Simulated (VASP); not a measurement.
Set up this calculation in VASP 6.6.1, as the native input.

| Property | Result |
| --- | --- |
| Task | single point |
| Functional | r2SCAN |
| Potentials or basis | VASP PAW PBE potentials, release 64 (La, Fe, As, O) |
| Cutoff | 520 eV |
| k mesh | 3 × 4 × 3 |
| Occupations | fermi-dirac, width 0.05 eV |
| Spin | no spin polarisation |
| Dipole correction | no |
| Further INCAR settings | ALGO = Normal; EDIFF = 1e-06; NBANDS = 40 |

The system is LaFeAsO.

```
La Fe As O
1.0
     5.52823    0.70256   -0.13637
    -0.17890    4.81447   -0.28323
    -0.10456    0.67948    5.46356
La Fe As O
2 2 2 2
Direct
  0.25493 0.67007 0.75945
  0.61667 0.13776 0.55433
  0.76570 0.66478 0.90986
  0.08209 0.53818 0.26156
  0.76186 0.14480 0.06082
  0.59709 0.65551 0.29665
  0.40210 0.29489 0.11655
  0.96379 0.30008 0.79176
```

The cell was built by a generator and needn't be a form met in nature.

These files were run (other wordings do the same):

POSCAR

```
LaFeAsO
1.0
    5.5282340000      0.7025620000     -0.1363670000
   -0.1789020000      4.8144660000     -0.2832260000
   -0.1045630000      0.6794780000      5.4635550000
La Fe As O
2 2 2 2
Direct
    0.2549310000      0.6700680000      0.7594460000
    0.6166670000      0.1377580000      0.5543310000
    0.7656980000      0.6647810000      0.9098630000
    0.0820880000      0.5381810000      0.2615630000
    0.7618630000      0.1448040000      0.0608200000
    0.5970920000      0.6555060000      0.2966530000
    0.4020980000      0.2948870000      0.1165530000
    0.9637950000      0.3000770000      0.7917590000
```

INCAR.step1

```
PREC = Accurate ; ENCUT = 520
ISMEAR = -1 ; SIGMA = 0.05
LREAL = False ; LASPH = True
NELM = 100 ; NBANDS = 40
GGA = PE ; ALGO = Normal
EDIFF = 1E-4 ; LWAVE = True
LCHARG = False
```

INCAR.step2

```
PREC = Accurate ; ENCUT = 520
EDIFF = 1E-6 ; ISMEAR = -1
SIGMA = 0.05 ; LREAL = False
LASPH = True ; NELM = 100
ALGO = Normal ; ISIF = 2
LWAVE = False ; LCHARG = False
METAGGA = R2SCAN ; LMIXTAU = True
NBANDS = 40 ; ISTART = 1
```

KPOINTS

```
Automatic mesh
0
Gamma
  3 4 3
```

Potentials or basis: VASP PAW PBE potentials, release 64 (La, Fe, As, O).

Run with:

```bash
$ cat potpaw_PBE.64/La/POTCAR potpaw_PBE.64/Fe/POTCAR potpaw_PBE.64/As/POTCAR potpaw_PBE.64/O/POTCAR > POTCAR
$ cp INCAR.step1 INCAR
$ mpirun -np 1 vasp_std > vasp.out
$ cp INCAR.step2 INCAR
$ mpirun -np 1 vasp_std > vasp.out
```

Results of the run:

The pressure is -1.5 GPa, the largest force is 2.251 eV/Å and the band gap on the k mesh is none (metal or under the smearing width).

Caveat: the k mesh is coarse (spacing up to 0.38 Å⁻¹), so the values aren't converged; the PAW data sets were made with another functional, which shifts forces and pressure a little; the run has no spin polarisation, though such a crystal can be magnetic; semilocal functionals often make such compounds metallic where correlation or magnetic order opens a gap, which also shifts bond lengths.

Wall time 15 min on 1 thread of Intel(R) Xeon(R) Platinum 8559C (Emerald Rapids), on a shared host, peak memory 0.33 GiB.
